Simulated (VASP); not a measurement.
The system is ICs, in a box.

```
I Cs
1.0
     9.00000    0.00000    0.00000
     0.00000    9.00000    0.00000
     0.00000    0.00000   13.00000
I Cs
1 1
Direct
  0.50144 0.50233 0.37511
  0.50144 0.50233 0.63012
```

| Item | Value |
| --- | --- |
| Program | VASP 6.6.1 |
| Task | single point |
| Functional | PBE |
| Potentials or basis | VASP PAW PBE potentials, release 64 (I, Cs_sv) |
| Cutoff | 520 eV |
| k mesh | 1 × 1 × 1 |
| Occupations | gaussian, width 0.01 eV |
| Spin | no spin polarisation |

On this cell: largest force 0.022 eV/Å; gap between the frontier levels 2.50 eV.

The same run follows on a disturbed copy (atoms moved at random, drawn with an rms of 0.05 Å):

```
CELL_PARAMETERS angstrom
9.00000 0.00000 0.00000
0.00000 9.00000 0.00000
0.00000 0.00000 13.00000
ATOMIC_POSITIONS crystal
I 0.50113 0.50447 0.37529
Cs 0.49970 0.50246 0.62876
```

Problem. What does the disturbed cell give?

Solution. The energy moves by +0.5 meV/atom; largest force 0.088 eV/Å; gap between the frontier levels 2.53 eV.

Forces in eV/Å, atoms in the order of the input:
```
I    0.001  0.001 -0.088
Cs  -0.001 -0.001  0.088
```

Caveats: spin-orbit coupling is left out, which moves the levels of the heavy elements.

